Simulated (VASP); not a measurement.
Crystal: Nb.

```
CELL_PARAMETERS angstrom
-1.66395 1.66395 1.66395
1.66395 -1.66395 1.66395
1.66395 1.66395 -1.66395
ATOMIC_POSITIONS crystal
Nb 0.00000 0.00000 0.00000
```

```yaml
Program: VASP 6.6.1
Task: relaxation of cell and atoms
Functional: PBE
Potentials_or_basis: VASP PAW PBE potentials, release 64 (Nb_sv)
Cutoff: 600 eV
k_mesh: 18 × 18 × 18
Occupations: gaussian, width 0.1 eV
Spin: no spin polarisation
```

At the start: pressure -2.8 GPa; volume 18.43 Å³/atom.

How do energy, volume and symmetry change on relaxing?

Over 3 steps the energy falls by 2.7 meV/atom and the volume is 18.12 Å³/atom (-1.7 %); space group Im-3m (No. 229, to 0.05 Å).

The path:
```csv
step,energy change (eV),largest force (eV/Å),pressure (GPa),volume (Å³)
1,0.0000,0.0000,-2.77,18.43
2,0.0058,0.0000,5.29,17.59
3,-0.0027,0.0000,-0.02,18.12
```

Final structure:
```
Nb
1.0
    -1.65467    1.65467    1.65467
     1.65467   -1.65467    1.65467
     1.65467    1.65467   -1.65467
Nb
1
Direct
  0.00000 0.00000 0.00000
```
